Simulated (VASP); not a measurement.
```yaml
crystal:
  lattice:
    - [0.00000, 3.54294, 3.54294]
    - [3.54294, 0.00000, 3.54294]
    - [3.54294, 3.54294, 0.00000]
  atoms:
    - { symbol: Ba, position: [0.00000, 0.00000, 0.00000] }
    - { symbol: Te, position: [0.50000, 0.50000, 0.50000] }
```

All values below come from r2SCAN meta-GGA with spin-orbit coupling, VASP's PBE PAW potentials (set 64) (plane waves; VASP). Numerical set-up: 400 eV cut-off, 6×6×6 Γ-centred mesh, Gaussian smearing of 0.050 eV, potentials Ba_sv Te.

Task: What does the run give for the energy per atom (σ→0), band gap (over mesh and band path) with the smallest direct gap where there is one?

Result: 
| Item | Value |
|---|---|
| band gap (over mesh and band path) | 1.68 eV |
| smallest direct gap (over mesh and band path) | 2.07 eV |
| energy per atom (σ→0) | -28.150 eV/atom |

The compound is BaTe in the rock salt structure. It was relaxed first.
